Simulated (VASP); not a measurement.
Input:

```
CELL_PARAMETERS angstrom
      4.19000     0.00000     0.00000
      0.00000     4.19000     0.00000
      0.00000     0.00000     4.19000
ATOMIC_POSITIONS crystal
  Ba 0.00000 0.00000 0.00000
  Zr 0.50000 0.50000 0.50000
  O  0.50000 0.00000 0.50000
  O  0.00000 0.50000 0.50000
  O  0.50000 0.50000 0.00000
```

Level of theory: PBEsol GGA, VASP's PBE PAW potentials (set 64) (plane waves; VASP 6.6.1). Run with 520 eV cut-off, 7×7×7 Γ-centred mesh, Gaussian smearing of 0.010 eV, potentials Ba_sv Zr_sv O.

Q: What does the run give for the energy per atom (σ→0)?

A: 
```json
{
  "energy per atom (σ→0)": "-8.725 eV/atom"
}
```

Total energies compare only between runs with the same potentials, cut-off and functional.

The compound is BaZrO3 in the cubic perovskite structure. The cell was not relaxed at this level.
